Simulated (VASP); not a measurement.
Data:

```xyz
2
Lattice="0.0000 2.3184 2.3184 2.3184 0.0000 2.3184 2.3184 2.3184 0.0000" Properties=species:S:1:pos:R:3 pbc="T T T"
Na     0.0000     0.0000     0.0000
F      2.3184     2.3184     2.3184
```

Level of theory: SCAN meta-GGA, VASP's PBE PAW potentials (set 64) (plane waves; VASP). Numerical set-up: 520 eV cut-off, 10×10×10 Γ-centred mesh, Gaussian smearing of 0.050 eV, potentials Na_pv F.

Estimate the energy per atom (σ→0), pressure, band gap (on the k-mesh) with the smallest direct gap where there is one.

| Item | Result |
|---|---|
| band gap (on the k-mesh) | 7.02 eV |
| smallest direct gap (on the k-mesh) | 7.02 eV |
| energy per atom (σ→0) | -6.815 eV/atom |
| pressure | -2.31 GPa |

The absolute energy has meaning only against runs of the same code, potentials and settings.

The compound is NaF in the rock salt structure. This cell is one point of a volume scan, at 1.06 of the reference volume.
